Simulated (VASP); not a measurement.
# HfN: convergence with the PAW data sets and plane-wave cutoff, part 3 of 3

How sensitive are energy and pressure of HfN to the PAW data sets and plane-wave cutoff? The series runs use PBEsol. The start is a cell from a database of measured crystal structures.

VASP 6.6.1, plane waves and PAW; the level of theory is named at each step.

Still holding for the runs below: This run has no spin polarisation. Its electron count is odd, so without a moment it is a metal by construction. The k-mesh is coarse for a metal.

So far. Step 15 (Plane-wave cutoff: ENCUT = 520): Against the run before the energy moves by +1.10 meV an atom and the pressure by +0.53 GPa, after 13 cycles in 5.2 s.

The database entry behind the starting cell differs from later determinations by our own check (about 0.3 % short), so it need not match the best structure at ambient conditions.

## 16. Plane-wave cutoff: ENCUT = 640 (continued)

Level of this step: PBEsol; plane waves and PAW (Hf_pv, N) (VASP).

From OUTCAR (step 16):

```text
  Total       -0.5730419     -0.5730419     -0.5730419      0.0000000      0.0000000     -0.0000000
  in kB      -39.9806360    -39.9806360    -39.9806360      0.0000000      0.0000000     -0.0000000
  external PRESSURE =     -39.9806360 kB  Pullay stress =       0.0000000 kB

 POSITION                                       TOTAL-FORCE (eV/Angst)
 -----------------------------------------------------------------------------------
      0.00000      0.00000      0.00000         0.000000     -0.000000      0.000000
      2.25600      2.25600      2.25600        -0.000000      0.000000     -0.000000
 -----------------------------------------------------------------------------------
    total drift:                                0.000000      0.000000      0.000000

  FREE ENERGIE OF THE ION-ELECTRON SYSTEM (eV)
  ---------------------------------------------------
  free  energy   TOTEN  =       -22.9774623971 eV

  energy  without entropy=      -22.9699857769  energy(sigma->0) =      -22.97372409

[... 1 part as in an earlier step ...]

[... 2 further parts left out ...]
[key lines of the parts left out:]
E-fermi :   8.4644
```

Against the run before the energy moves by -1.98 meV an atom and the pressure by -0.14 GPa, after 13 cycles in 7.4 s.

## 17. Plane-wave cutoff: ENCUT = 800

INCAR reads:

```
SYSTEM = HfN
PREC = Accurate
ENCUT = 800
EDIFF = 1E-06
NELM = 100
ISMEAR = -1
SIGMA = 0.05
LREAL = .FALSE.
ALGO = Normal
GGA = PS
NBANDS = 13
LASPH = .TRUE.
LORBIT = 11
LWAVE = .FALSE.
LCHARG = .FALSE.
KPAR = 2
ISIF = 2
```

POSCAR reads:

```
HfN
1.0
    0.0000000000      2.2560000000      2.2560000000
    2.2560000000      0.0000000000      2.2560000000
    2.2560000000      2.2560000000      0.0000000000
Hf N
1 1
Direct
    0.0000000000      0.0000000000      0.0000000000
    0.5000000000      0.5000000000      0.5000000000
```

KPOINTS reads:

```
Automatic mesh
0
Gamma
7 7 7
0 0 0
```

PAW data sets: Hf_pv and N (PBE family, release 64).

Launch:

```console
mpirun -np 2 vasp_std
```

Output:

```text
[... set-up lines as in an earlier step ...]
 entering main loop
       N       E                     dE             d eps       ncg     rms          rms(c)
DAV:   1     0.556581030238E+02    0.55658E+02   -0.10048E+04   520   0.152E+03
DAV:   2    -0.224243695042E+02   -0.78082E+02   -0.72771E+02   630   0.340E+02
DAV:   3    -0.256827372860E+02   -0.32584E+01   -0.32239E+01   655   0.548E+01
DAV:   4    -0.257083694754E+02   -0.25632E-01   -0.25614E-01   560   0.570E+00
[...]
DAV:  10    -0.229816202608E+02    0.35521E-03   -0.22157E-03   641   0.447E-01    0.311E-01
DAV:  11    -0.229815812051E+02    0.39056E-04   -0.14739E-04   626   0.130E-01    0.359E-02
DAV:  12    -0.229815810779E+02    0.12720E-06   -0.99509E-06   610   0.292E-02
   1 F= -.22981581E+02 E0= -.22977845E+02  d E =-.747280E-02
```

It took 8.4 s on 2 MPI ranks of AMD EPYC 7R43, shared host; peak memory 0.28 GiB; 16 s of CPU time.

Parts of OUTCAR (step 17):

```text
  Total       -0.5475755     -0.5475755     -0.5475755      0.0000000      0.0000000      0.0000000
  in kB      -38.2038652    -38.2038652    -38.2038652      0.0000000      0.0000000      0.0000000
  external PRESSURE =     -38.2038652 kB  Pullay stress =       0.0000000 kB

 POSITION                                       TOTAL-FORCE (eV/Angst)
 -----------------------------------------------------------------------------------
      0.00000      0.00000      0.00000         0.000000     -0.000000     -0.000000
      2.25600      2.25600      2.25600         0.000000      0.000000      0.000000
 -----------------------------------------------------------------------------------
    total drift:                                0.000000      0.000000      0.000000

  FREE ENERGIE OF THE ION-ELECTRON SYSTEM (eV)
  ---------------------------------------------------
  free  energy   TOTEN  =       -22.9815810779 eV

  energy  without entropy=      -22.9741082788  energy(sigma->0) =      -22.97784468

[... 1 part as in an earlier step ...]

[... 2 further parts left out ...]
[key lines of the parts left out:]
E-fermi :   8.4648
```

Against the run before the energy moves by -2.06 meV an atom and the pressure by +0.18 GPa, after 12 cycles in 8.4 s.

## 18. The plane-wave cutoff series as a table

This step: convergence of PBEsol results with the cutoff; plane waves and PAW (VASP 6.6.1).

No new run; the numbers come from the runs before.

Differences are taken from the run with ENCUT = 800. Results of the series, by row:

```
    setting     status  energy less the reference (meV/atom)  pressure (GPa)  SCF cycles  wall time (s)
ENCUT = 240  converged                                -15.95             -47          12              3
ENCUT = 300  converged                                0.8117          -22.65          13            3.6
ENCUT = 360  converged                                 11.98          -11.18          13            4.4
ENCUT = 400  converged                                 3.207          -7.003          13              5
ENCUT = 460  converged                                 2.936          -4.385          13            5.4
ENCUT = 520  converged                                 4.037          -3.856          13            5.2
ENCUT = 640  converged                                  2.06          -3.998          13            7.4
ENCUT = 800  converged                                     0           -3.82          12            8.4
```

## 19. Summary of results

```yaml
spread_of_the_pressure_over_the_paw_data_sets: 2.33 GPa
plane_wave_cutoff_from_which_the_energy_stays_within_10_mev_atom_of_the_reference: ENCUT = 400
plane_wave_cutoff_from_which_the_energy_stays_within_1_mev_atom_of_the_reference: none before the reference itself
plane_wave_cutoff_from_which_the_pressure_stays_within_0p2_gpa_of_the_reference: ENCUT = 520
spread_of_the_pressure_over_the_plane_wave_cutoff: 43.2 GPa
spread_of_the_energy_over_the_plane_wave_cutoff: 27.9 meV/atom
```

**Reading.** The choice of data set moves the pressure between -3.92 GPa (soft 64: Hf_pv N_s) and -1.59 GPa (gw 64: Hf_sv_GW N_GW); the cutoffs differ too (400, 520, 550 and 990 eV). No run before the reference (ENCUT = 800) settles within 1 meV an atom of it; the nearest step is off by +2.1 meV an atom, -0.18 GPa. The pressure holds within 0.2 GPa from ENCUT = 520 on. These cutoffs are 0.6 to 2 times the default of the data sets, about 400 eV; at the default the run is off by +3.2 meV an atom, -3.18 GPa, and at 1.3 times by +4.0 meV an atom, -0.04 GPa. Energy differences between like cells converge faster than these totals. Differences are taken from the run with ENCUT = 800, which is itself not the exact limit. Data sets differ in their zero of energy, so energies are not compared. Forces vanish by symmetry in this cell, so the series can't test them. The runs at ENCUT = 240; ENCUT = 300; ENCUT = 360; ENCUT = 400 are over 30 meV an atom or 2 GPa off and describe the material poorly.

[Lines on the potential files, build, host, timing and source positions are cut from VASP's logs without a mark.]

[Logs are printed without paths, hosts, clocks, repeated set-up lines and the standing remarks that a program may print on its own settings, such as how far it seeks lower states.]

[Hosts, paths, dates, database ids (printed as entryN), source tags and the programs' standing remarks are cut or masked in the printed files.]

[A measured line is paired with the nearest computed mode of its activity, which favours agreement.]
